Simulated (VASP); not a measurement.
An input for Ansatz (written as the equivalent of a VASP run, and not itself run):

Ansatz 0.2 input:
```yaml
crystal:
  lattice:
    - [0.0000000, 2.1506995, 2.1506995]
    - [2.1506995, 0.0000000, 2.1506995]
    - [2.1506995, 2.1506995, 0.0000000]
  atoms:
    - { symbol: Nb, position: [0.0000000, 0.0000000, 0.0000000] }
    - { symbol: N, position: [0.5000000, 0.5000000, 0.5000000] }
kpoints:
  mp_grid: { grid: [15, 15, 15] }
hamiltonian:
  xc: pbesol
  pseudopotentials: { kind: paw }
scf:
  occupations: { method: methfessel_paxton, width: 0.1 }
  max_iter: 100
relax:
  max_steps: 40
  f_tol: 0.02
  cell: { p_target: 20 }
output: { forces: true, stress: true, eigenvalues: true }
```

### Question
Translate this input to VASP (INCAR, KPOINTS, POSCAR, choice of POTCAR).

### Answer
This is not unique; one that fits is 
INCAR:
```
IBRION = 2   # conjugate gradients
SYSTEM = NbN
LREAL = .False.
EDIFF = 1E-6   # SCF stop (eV)
ALGO = Normal   # blocked Davidson
ISMEAR = 1
LWAVE = .False.
PREC = Accurate
NSW = 40   # most ionic steps
EDIFFG = -0.02
LMAXMIX = 4   # l cut-off of mixed one-centre charges
NELM = 100
LCHARG = .False.
LASPH = .True.   # aspherical one-centre terms
SIGMA = 0.1
PSTRESS = 200   # kbar
ENCUT = 620
ISIF = 3
GGA = PS   # PBEsol
```

### KPOINTS
```
Automatic mesh
0
Gamma
15 15 15
0 0 0
```

POSCAR:
```
NbN
1
   -0.0000000000     2.1506995119     2.1506995119
    2.1506995119     0.0000000000     2.1506995119
    2.1506995119     2.1506995119     0.0000000000
Nb N
1 1
Direct
  0.0000000000   0.0000000000   0.0000000000
  0.5000000000   0.5000000000   0.5000000000
```

POTCAR, in this order: Nb_sv N (PBE.64 set). Program: vasp_std.

What does not carry over: each code has its own PAW files, so the cut-off isn't converted (ENCUT is set for VASP's; basis.ecutwfc is left out, and Ansatz then takes the one that its files recommend); Ansatz stops its SCF on the density residual and VASP on the energy change (EDIFF).

The compound is NbN in the rock salt structure, the cubic δ form, which competes with hexagonal ones. This run relaxes it under an external pressure of 20 GPa. Symmetry was kept, so distortions that lower it aren't found.
